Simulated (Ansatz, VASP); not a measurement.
# SrVO3 in two plane-wave programs

Aim: how closely do two programs agree when they are given the same cell, functional and k mesh? The cell is taken from a series of runs on this material, whose earlier steps may have relaxed, scaled, displaced or heated it; both programs get it as it stands.

Main program and level: Ansatz 0.2.0; plane waves, with VASP 6.6.1 beside it; elastic constants at PBE.

## (1) Set-up

Symmetry: Pm-3m, No. 221, cubic system. The conventional cell has a = 3.858 Å, b = 3.858 Å, c = 3.858 Å, α = 90.00°, β = 90.00°, γ = 90.00°. Sr has 12 O at 2.73 Å nearest. V has 6 O at 1.93 Å nearest. O has 2 V at 1.93 Å and 4 Sr at 2.73 Å nearest. Farther neighbours and most contacts between anions are not listed.

## (2) Ansatz: elastic constants, PBE

Ansatz runs on its default PAW (the set named soft_2) files.

Elastic constants are differences of stresses under small strains, so they test the stress and the mesh.

File input.yaml:

```yaml
crystal:
  lattice:
    - [3.8576345467, 0.0, 0.0]
    - [0.0, 3.8576345467, 0.0]
    - [0.0, 0.0, 3.8576345467]
  atoms:
    - { symbol: Sr, position: [0.5, 0.5, 0.5] }
    - { symbol: V, position: [0.0, 0.0, 0.0] }
    - { symbol: O, position: [0.5, 0.0, 0.0] }
    - { symbol: O, position: [0.0, 0.5, 0.0] }
    - { symbol: O, position: [0.0, 0.0, 0.5] }
kpoints:
  mp_grid: { grid: [14, 14, 14] }
hamiltonian:
  xc: pbe
scf:
  occupations: { method: methfessel_paxton, width: 0.25 }
output:
  forces: true
  stress: true
  eigenvalues: true
elastic:
  mode: relaxed_ion
  stencil: two_point
  amplitude: 0.01
```

Run with:

```console
ansatz run input.yaml --threads 4 --pin off --max-ram 16384MiB --backend cpu --events-out ev --progress --plain --runs-dir out
```

Numbers of over 12 decimals in the logs are rounded to 6 here.

What it wrote:

```text
Engine: ansatz 0.2.0, aarch64-unknown-linux-gnu
Pseudopotentials: kind: paw
Pseudopotential: Sr, paw, valence charge 10, recommended cutoff 420 eV (normal), Sr.paw.azcp
Pseudopotential: V, paw, valence charge 13, recommended cutoff 420 eV (normal), V.paw.azcp
Pseudopotential: O, paw, valence charge 6, recommended cutoff 420 eV (normal), O.paw.azcp
Functional definition: PBE
  parameter kappa = 0.804
  parameter beta = 0.066725
  exchange = pbe_x(kappa = kappa, mu = beta*pi^2/3)
  correlation = pbe_c(beta = beta)
Crystal: 5 atoms, lattice volume = 57.407 Å³
Basis set: ecut = 420 eV, 1141 PW (Γ), exchange–correlation on 54×54×54 points (8 copies of the dense FFT grid, shifted against one another)
Bands: 26, of which v1, the nominal top of the filled ones, is band 21 counted from 1 (20 counted from 0)
Symmetry: 48 space group operations
Space group: Pm-3m (ITA 221), of the structure as read, at distance tolerance 3.9e-5 Å
k-points: 120 of 2744
Non-local potential: Sr, projectors of the file, l = 0: 3, l = 1: 2, l = 2: 2
Non-local potential: V, projectors of the file, l = 0: 3, l = 1: 2, l = 2: 3, l = 3: 1
Non-local potential: O, projectors of the file, l = 0: 2, l = 1: 2, l = 2: 1
PAW form: soft (Blöchl's): semilocal exchange-correlation on the pseudo side does not see the compensation charge
PAW one-centre angular grid: Sr, 110 points (default); XC on 64 Gauss nodes
PAW one-centre angular grid: V, 590 points (default); XC on 64 Gauss nodes
PAW one-centre angular grid: O, 110 points (default); XC on 64 Gauss nodes
Initial density: superposition of atomic densities (neutral atoms: chi_scale 0, normalization atom), corrected by the library's trained network
Initial wavefunctions: pseudopotential atomic-orbital guess
Functional: x = pbe(κ = 0.804, μ = 0.219515), c = pbe(β = 0.066725)
SCF iter   1: F=—  HF=-8165.247994 eV  |F-HF|=—  |Δ(HF+E_count)|=         —  Δρ=3.22e-3  dr2=4.73e-3  ethr=1.77e-3  ⟨swp⟩=6.4  Hψ=13889  notcnv=0
preconditioner: auto → Kerker (q_TF=auto, 2.579 Å⁻¹)  [metal: Δε(μ)=0.018 eV  Ē_g=12.059 eV  σ=0.250 eV  W_gap=0.06  n_scr=18 (ndim 8)  ℏωp=27.3 eV  f_vac=0.001  D(μ)=1.79/eV (n_scr^D=18)]
SCF iter   2: F=—  HF=-8165.251875 eV  |F-HF|=—  |Δ(HF+E_count)|=   3.88e-3  S|Δr|=    0.00e0  Δρ=1.77e-3  dr2=1.57e-3  ethr=1.15e-5  ⟨swp⟩=2.3  Hψ=6245  notcnv=0
SCF iter   3: F=—  HF=-8165.251816 eV  |F-HF|=—  |Δ(HF+E_count)|=   5.90e-5  S|Δr|=    0.00e0  Δρ=4.98e-4  dr2=8.75e-5  ethr=3.83e-6  ⟨swp⟩=2.0  Hψ=4255  notcnv=0
SCF iter   4: F=—  HF=-8165.252724 eV  |F-HF|=—  |Δ(HF+E_count)|=   9.08e-4  S|Δr|=    0.00e0  Δρ=8.91e-5  dr2=5.23e-6  ethr=2.13e-7  ⟨swp⟩=2.0  Hψ=5082  notcnv=0
SCF iter   5: F=—  HF=-8165.252725 eV  |F-HF|=—  |Δ(HF+E_count)|=   8.68e-7  S|Δr|=    0.00e0  Δρ=2.69e-5  dr2=4.82e-7  ethr=1.27e-8  ⟨swp⟩=2.0  Hψ=4356  notcnv=0
SCF iter   6: F=—  HF=-8165.252725 eV  |F-HF|=—  |Δ(HF+E_count)|=   1.72e-8  S|Δr|=    0.00e0  Δρ=5.79e-6  dr2=1.91e-8  ethr=1.18e-9  ⟨swp⟩=2.2  Hψ=5219  notcnv=0
SCF iter   7: F=—  HF=-8165.252725 eV  |F-HF|=—  |Δ(HF+E_count)|=   3.15e-9  S|Δr|=    0.00e0  Δρ=2.07e-6  dr2=5.33e-9  ethr=4.67e-11  ⟨swp⟩=2.5  Hψ=5571  notcnv=0
SCF iter   8: F=—  HF=-8165.252725 eV  |F-HF|=—  |Δ(HF+E_count)|=  3.46e-10  S|Δr|=    0.00e0  Δρ=9.86e-7  dr2=1.37e-9  ethr=1.30e-11  ⟨swp⟩=1.8  Hψ=3878  notcnv=0
SCF iter   9: F=—  HF=-8165.252725 eV  |F-HF|=—  |Δ(HF+E_count)|=  2.82e-10  S|Δr|=    0.00e0  Δρ=4.58e-7  dr2=2.87e-10  ethr=3.35e-12  ⟨swp⟩=2.3  Hψ=4246  notcnv=0
SCF iter  10: F=—  HF=-8165.252725 eV  |F-HF|=—  |Δ(HF+E_count)|=  1.08e-10  S|Δr|=    0.00e0  Δρ=8.30e-8  dr2=4.18e-12  ethr=7.01e-13 (applied; sched 1.00e-12)  ⟨swp⟩=2.0  Hψ=4716  notcnv=0
[...]
SCF 1 converged in 12 iterations: F = -8165.252725 eV  dr2 = 2.03e-14
  greatest PAW one-centre occupation: 1.000 electrons in one spin orbital (limit 2), on the V atom at site 1 (counted from 0), in its partial waves of l = 0
Crystal: 5 atoms, lattice volume = 56.833 Å³
Basis set: ecut = 420 eV, 1125 PW (Γ), exchange–correlation on 54×54×54 points (8 copies of the dense FFT grid, shifted against one another)
Symmetry: 16 space group operations
k-points: 288 of 2744
Initial density: handed on by an earlier stage of this run
Initial wavefunctions: those handed on with the density
[...]
SCF 3 converged in 9 iterations: F = -8165.247363 eV  dr2 = 7.78e-14
Crystal: 5 atoms, lattice volume = 57.405 Å³
Symmetry: 8 space group operations
k-points: 456 of 2744
[...]
preconditioner: auto → Kerker (q_TF=auto, 2.579 Å⁻¹)  [metal: Δε(μ)=0.012 eV  Ē_g=12.082 eV  σ=0.250 eV  W_gap=0.04  n_scr=18 (ndim 8)  ℏωp=27.3 eV  f_vac=0.001  D(μ)=1.79/eV (n_scr^D=18)]
[...]
SCF 4 converged in 10 iterations: F = -8165.250689 eV  dr2 = 6.23e-14
iter 1 solved again at ethr=2.73e-9 eV; its pass at ethr=3.10e-3 eV (dr2=1.12e-6 eV) is discarded
SCF iter   1: F=—  HF=-8165.249727 eV  |F-HF|=—  |Δ(HF+E_count)|=         —  Δρ=8.99e-5  dr2=1.01e-6  ethr=2.73e-9  ⟨swp⟩=3.4  Hψ=63364  notcnv=0
SCF iter   2: F=—  HF=-8165.250682 eV  |F-HF|=—  |Δ(HF+E_count)|=   9.55e-4  S|Δr|=    0.00e0  Δρ=4.29e-5  dr2=1.97e-7  ethr=2.46e-9  ⟨swp⟩=2.0  Hψ=21295  notcnv=0
SCF iter   3: F=—  HF=-8165.250687 eV  |F-HF|=—  |Δ(HF+E_count)|=   5.27e-6  S|Δr|=    0.00e0  Δρ=2.10e-5  dr2=5.37e-8  ethr=4.79e-10  ⟨swp⟩=1.1  Hψ=11922  notcnv=0
SCF iter   4: F=—  HF=-8165.250689 eV  |F-HF|=—  |Δ(HF+E_count)|=   1.63e-6  S|Δr|=    0.00e0  Δρ=2.69e-6  dr2=4.49e-9  ethr=1.31e-10  ⟨swp⟩=1.3  Hψ=12407  notcnv=0
SCF iter   5: F=—  HF=-8165.250689 eV  |F-HF|=—  |Δ(HF+E_count)|=   2.02e-9  S|Δr|=    0.00e0  Δρ=8.74e-7  dr2=4.32e-10  ethr=1.10e-11  ⟨swp⟩=2.5  Hψ=16541  notcnv=0
SCF iter   6: F=—  HF=-8165.250689 eV  |F-HF|=—  |Δ(HF+E_count)|=   1.55e-9  S|Δr|=    0.00e0  Δρ=2.28e-7  dr2=2.43e-11  ethr=1.05e-12  ⟨swp⟩=2.2  Hψ=17768  notcnv=0
SCF iter   7: F=—  HF=-8165.250689 eV  |F-HF|=—  |Δ(HF+E_count)|=  2.73e-12  S|Δr|=    0.00e0  Δρ=7.63e-8  dr2=3.79e-12  ethr=5.93e-14 (applied; sched 1.00e-12)  ⟨swp⟩=2.1  Hψ=20839  notcnv=0  defer=19
SCF iter   8: F=—  HF=-8165.250689 eV  |F-HF|=—  |Δ(HF+E_count)|=  4.55e-12  S|Δr|=    0.00e0  Δρ=2.27e-8  dr2=3.26e-13  ethr=9.26e-15 (applied; sched 1.00e-12)  ⟨swp⟩=2.1  Hψ=16555  notcnv=0  defer=20
SCF iter   9: F=-8165.250689 eV  HF=-8165.250689 eV  |F-HF|=0.00e0  |Δ(HF+E_count)|=  9.09e-13  S|Δr|=    0.00e0  Δρ=1.13e-8  dr2=4.02e-14  ethr=1.00e-12  ⟨swp⟩=5.0  Hψ=41858  notcnv=0
SCF 5 converged in 9 iterations: F = -8165.250689 eV  dr2 = 4.02e-14
SCF converged after 12 iterations
Stability not checked: this state was not tested for a lower state beside it, because cold or Methfessel-Paxton smearing, or corrected tetrahedra, fill the levels in a way that the test cannot read (fill_not_monotonic; see scf.lower_state_search)
Free energy (F): -8165.252725 eV
Harris-Foulkes:  -8165.252725 eV  (|F-HF|=9.09e-13)
Internal energy: -8165.250870 eV  (E = F + TS)
E sigma→0 (E₀):  -8165.252261 eV
Entropy (-TS):   -0.001855 eV (-0.371 meV/atom)
Fermi energy:    12.326427 eV
--- Per-component energies (eV) ---
  E_band       = -228.151991
  E_kinetic    = 1109.596004
  E_local      = -2657.482240  (includes V_loc(G=0)·N_el)
  E_nonlocal   = 295.185884
  E_hartree    = 988.939677
  E_xc         = -527.957522
  E_vxc        = -613.741031  (∫ρ·V_xc dr)
  E_paw        = -4277.970469  (= ΣΔE_a)
  E_vpaw       = -339.597616  (= ΣTr[D̂ρ^β])
  E_aug_tail   = 0.007649  (compensation charges beyond the density's cutoff)
  E_ewald      = -3095.569852
  E_smearing   = -0.001855  (= −TS)
  E_closure    = 0.000000  (closes the sum)
  Σ components = -8165.252725   (vs F -8165.252725, Δ=0.00e0)
--- Forces (eV/Å), atoms counted from 1 ---
  atom   1  Sr     0.00000000    -0.00000000     0.00000000
  atom   2  V     -0.00000000     0.00000000    -0.00000000
  atom   3  O      0.00000000    -0.00000000     0.00000000
  atom   4  O      0.00000000    -0.00000000    -0.00000000
  atom   5  O      0.00000000     0.00000000    -0.00000000
  max |Σ_I F_I| component: 6.05e-30 eV/Å
--- Stress (GPa, compression-positive) ---
        0.004452       0.000000       0.000000
        0.000000       0.004452       0.000000
       -0.000000       0.000000       0.004452
  P = ⅓ Tr σ = 0.0045 GPa (0.045 kbar)
--- Band table (eV; the first three rows and the last of 120) ---
  k-point 0: bands = [... 17 lower, 9.9100, 9.9100, 9.9100, 11.3837, 11.3837, 11.3837, 13.5669, 13.5669, ... 1 higher]
  k-point 1: bands = [... 17 lower, 9.7297, 9.8582, 9.8582, 11.3893, 11.5260, 11.5260, 13.5679, 13.7505, ... 1 higher]
  k-point 2: bands = [... 17 lower, 9.3038, 9.7593, 9.7593, 11.4051, 11.8640, 11.8640, 13.5705, 14.1865, ... 1 higher]
  k-point 119: bands = [... 17 lower, 10.2869, 10.2869, 10.2869, 13.8193, 13.8193, 13.8193, 17.5239, 17.5239, ... 1 higher]
--- Elastic constants: 2 strain directions × 2 members + reference (group order 48) ---
  dense FFT box of the reference and of every strained cell: 27×27×27
  strains applied: 11, 23; error gains: componentwise 1.00 (the most a stress slope's error grows in a printed constant), spectral 1.73 (1 for all six strains in a standard setting)
  C = ∂σ_k/∂η_j (tension-positive GPa; Voigt order 11 22 33 23 13 12):
       314.384    115.317    115.317     -0.000     -0.000     -0.000
       115.317    314.384    115.317     -0.000     -0.000     -0.000
       115.317    115.317    314.384     -0.000     -0.000     -0.000
         0.000     -0.000     -0.000    115.325      0.000      0.000
         0.000      0.000     -0.000      0.000    115.325     -0.000
         0.000     -0.000     -0.000      0.000      0.000    115.325
  reference stress σ⁰ (GPa):     -0.004     -0.004     -0.004     -0.000      0.000     -0.000
  C* (energy form; C + prestress term) asymmetry max|C*_kj − C*_jk| = 4.263e-14 GPa — a small one proves nothing (zero by symmetry where the batch's group is 432, −43m or m−3m); a large one is finite-difference/SCF noise where every solve meets its electron count
  moduli (Voigt/Reuss/Hill, GPa): K = 181.67/181.67/181.67   G = 109.01/108.44/108.73   E = 271.93   ν = 0.251
  mechanically stable: yes (min eigenvalue of sym C = 115.32 GPa)
  strain η (Voigt 11):  stress-route row diagonal C_11 = 314.38 GPa, energy-path curvature d²(F+E_count+ΔE)/dδ²/Ω₀ = 314.14 GPa
         δ    σ_11 (GPa)             F (eV)   n_scf  n_hpsi   n_pw
    -1.000e-2      -3.3190       -8165.2469266      12  187802   1140   relax 0 steps, max|allowed force component| 1.17e-29 eV/Å
     1.000e-2       2.9686       -8165.2473634       9  156979   1157   relax 0 steps, max|allowed force component| 7.57e-30 eV/Å
  strain η (Voigt 23):  stress-route row diagonal C_44 = 115.32 GPa, energy-path curvature d²(F+E_count+ΔE)/dδ²/Ω₀ = 115.32 GPa
         δ    σ_23 (GPa)             F (eV)   n_scf  n_hpsi   n_pw
    -1.000e-2      -1.1532       -8165.2506891      10  275844   1141   relax 0 steps, max|allowed force component| 1.34e-30 eV/Å
     1.000e-2       1.1532       -8165.2506891       9  229979   1141   relax 0 steps, max|allowed force component| 1.09e-29 eV/Å
```

[end of part 1 of 2]

[Lines on the potential files, build, host, timing and source positions are cut from VASP's logs without a mark.]

[Logs are printed without paths, hosts, clocks, repeated set-up lines and the standing remarks that a program may print on its own settings, such as how far it seeks lower states.]

[Hosts, paths, dates, database ids (printed as entryN), source tags and the programs' standing remarks are cut or masked in the printed files.]
